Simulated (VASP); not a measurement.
Method: PBEsol GGA, VASP's PBE PAW potentials (set 64) (plane waves; VASP).

A VASP calculation is set up with these files.

POSCAR:
```
Rb
1
   -2.7321481271     2.7321481271     2.7321481271
    2.7321481271    -2.7321481271     2.7321481271
    2.7321481271     2.7321481271    -2.7321481271
Rb
1
Direct
  0.0000000000   0.0000000000   0.0000000000
```

KPOINTS:
```
Automatic mesh
0
Gamma
9 9 9
0 0 0
```

### INCAR
```
# general
SYSTEM  = Rb
PREC    = Accurate
ENCUT   = 520
LREAL   = .False.
LASPH   = .True.

# electronic loop
EDIFF   = 1E-7
NELM    = 100
ALGO    = Normal
LMAXMIX = 4

# smearing
ISMEAR  = 1
SIGMA   = 0.1

# functional
GGA     = PS

# ions
ISIF    = 2

# output
LWAVE   = .False.
LCHARG  = .False.
```

POTCAR, in this order: Rb_sv (PBE.64 set). Program: vasp_std.

Output of the run:

File OUTCAR:
```
 ion  position               nearest neighbor table
   1  0.000  0.000  0.000-
  LATTYP: Found a body centered cubic cell.
 ALAT       =     5.4642962542
 Subroutine PRICEL returns:
 Original cell was already a primitive cell.
 Subroutine GETGRP returns: Found 48 space group operations
The static configuration has the point symmetry O_h .
The dynamic configuration has the point symmetry O_h .
 Subroutine INISYM returns: Found 48 space group operations
 Subroutine IBZKPT returns following result:
 Found     35 irreducible k-points:

 Following reciprocal coordinates:
            Coordinates               Weight
  0.000000  0.000000  0.000000      1.000000
  0.111111  0.000000  0.000000     12.000000
  0.222222  0.000000  0.000000     12.000000
  0.333333  0.000000  0.000000     12.000000
  0.444444  0.000000  0.000000     12.000000
  0.111111  0.111111  0.000000     24.000000
  0.222222  0.111111  0.000000     48.000000
  0.333333  0.111111  0.000000     48.000000
  0.444444  0.111111 -0.000000     24.000000
  0.222222  0.222222  0.000000     24.000000
...
```

### OSZICAR
```
       N       E                     dE             d eps       ncg     rms          rms(c)
DAV:   1     0.480286279485E+02    0.48029E+02   -0.35134E+03   560   0.839E+02
DAV:   2     0.172574326158E+01   -0.46303E+02   -0.45821E+02   600   0.142E+02
DAV:   3    -0.986655358936E+00   -0.27124E+01   -0.27115E+01   824   0.401E+01
DAV:   4    -0.102470516335E+01   -0.38050E-01   -0.38023E-01   872   0.435E+00
DAV:   5    -0.102561871707E+01   -0.91355E-03   -0.91355E-03   912   0.335E-01    0.130E+00
DAV:   6    -0.102465014499E+01    0.96857E-03   -0.26514E-03   856   0.338E-01    0.796E-01
DAV:   7    -0.102467569149E+01   -0.25546E-04   -0.46081E-03   824   0.452E-01    0.620E-02
DAV:   8    -0.102473995350E+01   -0.64262E-04   -0.17976E-04   752   0.140E-01    0.155E-02
DAV:   9    -0.102474565077E+01   -0.56973E-05   -0.65767E-06   960   0.216E-02    0.437E-03
DAV:  10    -0.102474570847E+01   -0.57699E-07   -0.26285E-06   856   0.111E-02    0.594E-04
DAV:  11    -0.102474573869E+01   -0.30224E-07   -0.65472E-08   688   0.208E-03
   1 F= -.10247457E+01 E0= -.10243490E+01  d E =-.119014E-02
```

File OUTCAR:
```
------------------------ aborting loop because EDIFF is reached ----------------------------------------
  FORCE on cell =-STRESS in cart. coord.  units (eV):
  Direction    XX          YY          ZZ          XY          YZ          ZX
  --------------------------------------------------------------------------------------
  Total        0.0921426      0.0921426      0.0921426      0.0000000      0.0000000      0.0000000
  in kB        1.8096659      1.8096659      1.8096659      0.0000000      0.0000000      0.0000000
  external PRESSURE =       1.8096659 kB  Pullay stress =       0.0000000 kB
  volume of cell :       81.58
      direct lattice vectors                 reciprocal lattice vectors
    -2.732148127  2.732148127  2.732148127     0.000000000  0.183006183  0.183006183
     2.732148127 -2.732148127  2.732148127     0.183006183  0.000000000  0.183006183
     2.732148127  2.732148127 -2.732148127     0.183006183  0.183006183  0.000000000
 POSITION                                       TOTAL-FORCE (eV/Angst)
 -----------------------------------------------------------------------------------
      0.00000      0.00000      0.00000         0.000000      0.000000      0.000000
 -----------------------------------------------------------------------------------
    total drift:                                0.000000     -0.000000      0.000000
  FREE ENERGIE OF THE ION-ELECTRON SYSTEM (eV)
  ---------------------------------------------------
  free  energy   TOTEN  =        -1.0247457387 eV

  energy  without entropy=       -1.0235556026  energy(sigma->0) =       -1.02434903
```
(Selected blocks of OUTCAR.)

The compound is Rb in the bcc structure. This cell is one point of a volume scan, at 0.94 of the reference volume.
